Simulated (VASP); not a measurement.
# TePd (P6_3/mmc) in VASP: notebook

One crystal, TePd, is run at these levels: LDA; tasks: single point.

Everything below comes from runs of VASP 6.6.1. Logs are shortened: lines on timing, memory, paths and dates and some standing lists are left out, and cuts for length are marked.

### 1 Starting point

It takes space group P6_3/mmc (No. 194, hexagonal). Conventional cell: a = 4.152 Å, b = 4.152 Å, c = 5.672 Å, α = 90.00°, β = 90.00°, γ = 120.00°. Te (site symmetry -6m2) is surrounded by 6 Pd at 2.79 Å. Pd (site symmetry -3m) is surrounded by 6 Te at 2.79 Å and 2 Pd at 2.84 Å.

### 2 Single point, LDA, collinear spin, typed start

INCAR

```
PREC     = Accurate       # precision mode
ENCUT    = 520            # plane-wave cutoff, eV
EDIFF    = 1E-6           # SCF threshold, eV
ISMEAR   = 0              # smearing method
SIGMA    = 0.05           # smearing width, eV
LREAL    = F              # projectors in reciprocal space
LASPH    = T              # aspherical terms in the spheres
NELM     = 150            # most SCF steps
ALGO     = Normal         # electronic algorithm
ISIF     = 2              # what is computed and relaxed
LWAVE    = F              # write WAVECAR
LCHARG   = F              # write CHGCAR
ISPIN    = 2              # spin polarisation
MAGMOM   = 0 0 2 2        # initial moments
LORBIT   = 11             # projections on sites
LMAXMIX  = 4              # l up to which the mixer works
NBANDS   = 28             # bands
```

KPOINTS

```
Automatic mesh
0
Gamma
  5 5 4
```

POSCAR

```
TePd
1.0
    4.1520974300      0.0000000000      0.0000000000
   -2.0760487100      3.5958218500      0.0000000000
    0.0000000000      0.0000000000      5.6718989000
Te Pd
2 2
Direct
    0.3333333333      0.6666666667      0.2500000000
    0.6666666667      0.3333333333      0.7500000000
    0.0000000000      0.0000000000      0.0000000000
    0.0000000000      0.0000000000      0.5000000000
```

Potentials or basis: VASP PAW LDA potentials, release 64 (Te, Pd).

Started as:

```
$ cat potpaw_LDA.64/Te/POTCAR potpaw_LDA.64/Pd/POTCAR > POTCAR
$ mpirun -np 1 vasp_std > vasp.out
```

OUTCAR:

```text
PREC = Accurate
   ENCUT = 520
   EDIFF = 1E-6
   ISMEAR = 0
   LREAL = F
   LASPH = T
   NELM = 150
   ISIF = 2
   ISPIN = 2
   LORBIT = 11

 ion  position               nearest neighbor table
   1  0.333  0.667  0.250-   3 2.79   4 2.79   3 2.79   4 2.79   3 2.79   4 2.79
   2  0.667  0.333  0.750-   3 2.79   4 2.79   3 2.79   4 2.79   3 2.79   4 2.79
   3  0.000  0.000  0.000-   1 2.79   2 2.79   1 2.79   2 2.79   2 2.79   1 2.79   4 2.84   4 2.84

   4  0.000  0.000  0.500-   1 2.79   2 2.79   1 2.79   2 2.79   2 2.79   1 2.79   3 2.84   3 2.84

  LATTYP: Found a hexagonal cell.
 ALAT       =     4.1520974300
 C/A-ratio  =     1.3660322272

  Lattice vectors:

 A1 = (   4.1520974300,   0.0000000000,   0.0000000000)
 A2 = (  -2.0760487100,   3.5958218500,   0.0000000000)
 A3 = (   0.0000000000,   0.0000000000,   5.6718989000)

Analysis of symmetry for initial positions (statically):
=====================================================================
 Subroutine PRICEL returns:
 Original cell was already a primitive cell.

 Routine SETGRP: Setting up the symmetry group for a
 hexagonal supercell.

 Subroutine GETGRP returns: Found 24 space group operations
 (whereof 12 operations were pure point group operations)
 out of a pool of 24 trial point group operations.

The static configuration has the point symmetry D_3d.
 The point group associated with its full space group is D_6h.

Analysis of symmetry for dynamics (positions and initial velocities):
=====================================================================
 Subroutine PRICEL returns:
 Original cell was already a primitive cell.

 Routine SETGRP: Setting up the symmetry group for a
 hexagonal supercell.

 Subroutine GETGRP returns: Found 24 space group operations
 (whereof 12 operations were pure point group operations)
 out of a pool of 24 trial point group operations.

The dynamic configuration has the point symmetry D_3d.
 The point group associated with its full space group is D_6h.

Analysis of structural, dynamic, and magnetic symmetry:
=====================================================================
 Subroutine PRICEL returns:
 Original cell was already a primitive cell.

 Routine SETGRP: Setting up the symmetry group for a
 hexagonal supercell.

 Subroutine GETGRP returns: Found 24 space group operations
 (whereof 12 operations were pure point group operations)
 out of a pool of 24 trial point group operations.

The overall configuration has the point symmetry D_3d.
 The point group associated with its full space group is D_6h.

 Subroutine INISYM returns: Found 24 space group operations
 (whereof 12 operations are pure point group operations),
 and found     1 'primitive' translations

----------------------------------------------------------------------------------------

                                     Primitive cell

  volume of cell :      84.6826

  direct lattice vectors                    reciprocal lattice vectors
     4.152097430  0.000000000  0.000000000     0.240842133  0.139050270  0.000000000
    -2.076048710  3.595821850  0.000000000     0.000000000  0.278100540  0.000000000
     0.000000000  0.000000000  5.671898900     0.000000000  0.000000000  0.176307797

  length of vectors
     4.152097430  4.152097425  5.671898900     0.278100540  0.278100540  0.176307797

  position of ions in fractional coordinates (direct lattice)
     0.333333333  0.666666667  0.250000000
     0.666666667  0.333333333  0.750000000
     0.000000000  0.000000000  0.000000000
     0.000000000  0.000000000  0.500000000

  ion indices of the primitive-cell ions
   primitive index   ion index
                 1           1
                 2           2
                 3           3
                 4           4

----------------------------------------------------------------------------------------

 KPOINTS: Automatic mesh

Automatic generation of k-mesh.
 Grid dimensions read from file:
 generate k-points for:    5    5    4

 Generating k-lattice:

  Cartesian coordinates                     Fractional coordinates (reciprocal lattice)
     0.048168427  0.027810054  0.000000000     0.200000000  0.000000000  0.000000000
     0.000000000  0.055620108  0.000000000     0.000000000  0.200000000  0.000000000
     0.000000000  0.000000000  0.044076949     0.000000000  0.000000000  0.250000000

  Length of vectors
     0.055620108  0.055620108  0.044076949

  Shift w.r.t. Gamma in fractional coordinates (k-lattice)
     0.000000000  0.000000000  0.000000000

 Subroutine IBZKPT returns following result:
 ===========================================

 Found     15 irreducible k-points:

 Following reciprocal coordinates:
            Coordinates               Weight
  0.000000  0.000000  0.000000      1.000000
  0.200000  0.000000  0.000000      6.000000
  0.400000  0.000000  0.000000      6.000000
  0.200000  0.200000  0.000000      6.000000
  0.400000  0.200000  0.000000      6.000000
  0.000000  0.000000  0.250000      2.000000
  0.200000  0.000000  0.250000     12.000000
  0.400000  0.000000  0.250000     12.000000
  0.200000  0.200000  0.250000     12.000000
  0.400000  0.200000  0.250000     12.000000
  0.000000  0.000000  0.500000      1.000000
  0.200000  0.000000  0.500000      6.000000
  0.400000  0.000000  0.500000      6.000000
  0.200000  0.200000  0.500000      6.000000
  0.400000  0.200000  0.500000      6.000000
   k-points           NKPTS =     15   k-points in BZ     NKDIM =     15   number of bands    NBANDS=     28
   number of dos      NEDOS =    301   number of ions     NIONS =      4
   total plane-waves  NPLWV =  43008
   dimension x,y,z NGX =    32 NGY =   32 NGZ =   42
   dimension x,y,z NGXF=    64 NGYF=   64 NGZF=   84
   ions per type =               2   2
   NGX,Y,Z   is equivalent  to a cutoff of  12.81, 12.81, 12.31 a.u.
   NGXF,Y,Z  is equivalent  to a cutoff of  25.62, 25.62, 24.62 a.u.
 SYSTEM =  unknown system
   PREC   = accura    normal or accurate (medium, high low for compatibility)
   ISTART =      0    job   : 0-new  1-cont  2-samecut
   ICHARG =      2    charge: 1-file 2-atom 10-const
   ISPIN  =      2    spin polarized calculation?
   LNONCOLLINEAR =      F non collinear calculations
   LSORBIT =      F    spin-orbit coupling
   LASPH  =      T    aspherical Exc in radial PAW
   ENCUT  =  520.0 eV  38.22 Ry    6.18 a.u.   7.72  7.72 10.55*2*pi/ulx,y,z
   NELM   =    150;   NELMIN=  2; NELMDL= -5     # of ELM steps
   EDIFF  = 0.1E-05   stopping-criterion for ELM
   LREAL  =      F    real-space projection
   EDIFFG = 0.1E-04   stopping-criterion for IOM
   NSW    =      0    number of steps for IOM
   IBRION =     -1    ionic relax: 0-MD 1-quasi-New 2-CG
   NFREE  =      0    steps in history (QN), initial steepest desc. (CG)
   ISIF   =      2    stress and relaxation
   ISYM   =      2    0-nonsym 1-usesym 2-fastsym
   POTIM  = 0.5000    time-step for ionic-motion
   TEBEG  =    0.0;   TEEND  =   0.0 temperature during run
   PSTRESS=    0.0 pullay stress
   NELECT =      32.0000    total number of electrons
   NUPDOWN=      -1.0000    fix difference up-down
   EMIN   =  10.00;   EMAX   =-10.00  energy-range for DOS
   EFERMI =   0.00;   METHOD = LEGACY
   ISMEAR =     0;   SIGMA  =   0.05  broadening in eV -4-tet -1-fermi 0-gaus
   EFERMI_NEDOS =   21; number of points for ismear=-14 and -15
   IALGO  =     38    algorithm
   IMIX   =      4    mixing-type and parameters
     AMIX     =   0.40;   BMIX     =  1.00
     AMIX_MAG =   1.60;   BMIX_MAG =  1.00
  volume/ion in A,a.u.               =      21.17       142.87
  Fermi-wavevector in a.u.,A,eV,Ry     =   1.183569  2.236620 19.059512  1.400835
  Thomas-Fermi vector in A             =   2.319800
   LORBIT       =     11    0 simple, 1 ext, 2 COOP (PROOUT), +10 PAW based schemes
   GGA     = CA    functional components
   LHFCALC =     F    Hartree Fock is set to
   AEXX    =    0.0000 exact exchange contribution
   IVDW    =     0    specifies the selected vdW correction
   LEPSILON=     F    determine dielectric tensor
   LRPA    =     F    only Hartree local field effects (RPA)
 spin polarized calculation
 Gauss-broadening in eV      SIGMA  =   0.05
  energy-cutoff  :      520.00
  volume of cell :       84.68
 maximum number of plane-waves:      2295
 NGX is ok and might be reduce to    32
   NGX = 15   NGY = 15   NGZ = 21

 number of electron      31.9999995 magnetization       0.0008551

 number of electron      31.9999995 magnetization      -0.0000539

 Free energy of the ion-electron system (eV)
  ---------------------------------------------------
  ext. energy  EPLUGINS =         0.00000000
  ---------------------------------------------------
  free energy    TOTEN  =       -22.10273491 eV

  energy without entropy =      -22.09958807  energy(sigma->0) =      -22.10116149

 E-fermi :   9.0595     XC(G=0): -11.3615

 val. band max:        9.0320781396   @ k =   0.4000   0.2000   0.0000
 cond. band min:       9.2058727286   @ k =   0.4000   0.2000   0.2500
 fundamental gap:      0.1737945889
 Fermi energy:         9.0594788714

 spin component 1

 k-point     1 :       0.0000    0.0000    0.0000
  band No.  band energies     occupation
      1      -4.4404      1.00000
      2      -2.0766      1.00000
      3       2.5340      1.00000
      4       3.6088      1.00000
      5       3.6088      1.00000
      6       4.5525      1.00000
[... 20 lines left out ...]
     27      18.6792      0.00000
     28      18.6792      0.00000

 k-point     2 :       0.2000    0.0000    0.0000
  band No.  band energies     occupation
      1      -4.0883      1.00000
      2      -2.2009      1.00000
      3       3.0235      1.00000
      4       3.7246      1.00000
      5       3.9273      1.00000
      6       4.2878      1.00000
[... 395 lines left out ...]
 k-point    15 :       0.4000    0.2000    0.5000
  band No.  band energies     occupation
      1      -2.7301      1.00000
      2      -2.7301      1.00000
      3       3.0722      1.00000
      4       3.0722      1.00000
      5       4.1972      1.00000
      6       4.1972      1.00000
[... 20 lines left out ...]
     27      19.6018      0.00000
     28      19.6018      0.00000
 Fermi energy:         9.0594788714

 spin component 2

 k-point     1 :       0.0000    0.0000    0.0000
  band No.  band energies     occupation
      1      -4.4404      1.00000
      2      -2.0766      1.00000
      3       2.5340      1.00000
      4       3.6088      1.00000
      5       3.6088      1.00000
      6       4.5525      1.00000
[... 20 lines left out ...]
     27      18.6792      0.00000
     28      18.6792      0.00000

 k-point     2 :       0.2000    0.0000    0.0000
  band No.  band energies     occupation
      1      -4.0883      1.00000
      2      -2.2009      1.00000
      3       3.0235      1.00000
      4       3.7246      1.00000
      5       3.9272      1.00000
      6       4.2878      1.00000
[... 395 lines left out ...]
 k-point    15 :       0.4000    0.2000    0.5000
  band No.  band energies     occupation
      1      -2.7301      1.00000
      2      -2.7301      1.00000
      3       3.0722      1.00000
      4       3.0722      1.00000
      5       4.1972      1.00000
      6       4.1972      1.00000
[... 20 lines left out ...]
     27      19.6017      0.00000
     28      19.6017      0.00000

------------------------ aborting loop because EDIFF is reached ----------------------------------------

  FORCE on cell =-STRESS in cart. coord.  units (eV):
  Direction    XX          YY          ZZ          XY          YZ          ZX
  --------------------------------------------------------------------------------------
  -------------------------------------------------------------------------------------
  Total       -1.7747103     -1.7747103     -2.3010982     -0.0000000     -0.0000000      0.0000000
  in kB      -33.5771523    -33.5771523    -43.5363027     -0.0000000     -0.0000000      0.0000000
  external PRESSURE =     -36.8968691 kB  Pullay stress =       0.0000000 kB

 VOLUME and BASIS-vectors are now :
 -----------------------------------------------------------------------------
  energy-cutoff  :      520.00
  volume of cell :       84.68
      direct lattice vectors                 reciprocal lattice vectors
     4.152097430  0.000000000  0.000000000     0.240842133  0.139050270  0.000000000
    -2.076048710  3.595821850  0.000000000     0.000000000  0.278100540  0.000000000
     0.000000000  0.000000000  5.671898900     0.000000000  0.000000000  0.176307797

 POSITION                                       TOTAL-FORCE (eV/Angst)
 -----------------------------------------------------------------------------------
      0.00000      2.39721      1.41797         0.000000     -0.000000      0.000000
      2.07605      1.19861      4.25392        -0.000000      0.000000      0.000000
      0.00000      0.00000      0.00000         0.000000      0.000000      0.000000
      0.00000      0.00000      2.83595        -0.000000      0.000000      0.000000
 -----------------------------------------------------------------------------------
    total drift:                                0.000000     -0.000000      0.000000

  FREE ENERGIE OF THE ION-ELECTRON SYSTEM (eV)
  ---------------------------------------------------
  free  energy   TOTEN  =       -22.1027349058 eV

  energy  without entropy=      -22.0995880699  energy(sigma->0) =      -22.10116149

 total charge

# of ion       s       p       d       tot
------------------------------------------
    1        1.400   1.841   0.082   3.323
    2        1.400   1.841   0.082   3.323
    3        0.435   0.467   8.609   9.511
    4        0.435   0.467   8.609   9.511
--------------------------------------------------
tot          3.670   4.617  17.382  25.669

 magnetization (x)

# of ion       s       p       d       tot
------------------------------------------
    1        0.000  -0.000  -0.000   0.000
    2        0.000  -0.000  -0.000   0.000
    3       -0.000   0.000  -0.000  -0.000
    4       -0.000   0.000  -0.000  -0.000
--------------------------------------------------
tot          0.000  -0.000  -0.000  -0.000
```

Run time: 51 s. Hardware: 1 thread of Intel Xeon Platinum 8259CL at 2.50GHz (Skylake/Cascade Lake), shared host; peak memory 0.21 GiB.

Results:

```yaml
Free_energy: -22.1027 eV
Pressure: -3.7 GPa
Band_gap_on_the_k_mesh: none (metal or under the smearing width)
Net_moment: 0.00 μB per cell
Valence_electrons_inside_the_program's_atomic_spheres: Te 3.32; Pd 9.51
```

Stress tensor (GPa, compression positive):
```
-3.36  0.00  0.00
 0.00 -3.36  0.00
 0.00  0.00 -4.35
```

### 3 Single point, LDA, collinear spin, zero start

INCAR

```
PREC = Accurate
ENCUT = 520
EDIFF = 1E-6
ISMEAR = 0
SIGMA = 0.05
LREAL = F
LASPH = T
NELM = 150
ALGO = Normal
ISIF = 2
LWAVE = F
LCHARG = F
ISPIN = 2
MAGMOM = 0 0 0 0
LORBIT = 11
LMAXMIX = 4
NBANDS = 28
```

KPOINTS is that of step 2.

POSCAR is that of step 2.

Potentials or basis: VASP PAW LDA potentials, release 64 (Te, Pd).

Started as:

```
$ cat potpaw_LDA.64/Te/POTCAR potpaw_LDA.64/Pd/POTCAR > POTCAR
$ mpirun -np 1 vasp_std > vasp.out
```

It took 54 s on 1 thread of Intel Xeon Platinum 8259CL at 2.50GHz (Skylake/Cascade Lake), shared host; peak memory 0.21 GiB.

The run converged. Its results:

```
Free energy                                           : -22.1027 eV
Pressure                                              : -3.7 GPa
Band gap on the k mesh                                : none (metal or under the smearing width)
Net moment                                            : 0.00 μB per cell
Valence electrons inside the program's atomic spheres : Te 3.32; Pd 9.51
```

Stress tensor (GPa, compression positive):
```
-3.36  0.00  0.00
 0.00 -3.36  0.00
 0.00  0.00 -4.35
```

Levels at points of the mesh, in eV from the Fermi level:
Spin up:
| k point | band 12 | band 13 | band 14 | band 15 | band 16 | band 17 | band 18 | band 19 | band 20 | band 21 |
| --- | --- | --- | --- | --- | --- | --- | --- | --- | --- | --- |
| (0.00, 0.00, 0.00) | -2.17 | -1.09 | -1.09 | -0.26 | 0.47 | 1.79 | 1.79 | 2.32 | 3.25 | 5.17 |
| (0.00, 0.00, 0.50) | -3.10 | -1.86 | -1.86 | 0.85 | 0.85 | 0.85 | 0.85 | 4.45 | 4.45 | 5.84 |
Spin down:
| k point | band 14 | band 15 | band 16 | band 17 | band 18 | band 19 |
| --- | --- | --- | --- | --- | --- | --- |
| (0.00, 0.00, 0.00) | -1.09 | -0.26 | 0.47 | 1.79 | 1.79 | 2.32 |
| (0.00, 0.00, 0.50) | -1.86 | 0.85 | 0.85 | 0.85 | 0.85 | 4.45 |

Spin-orbit coupling is left out, which matters for the levels of Te.
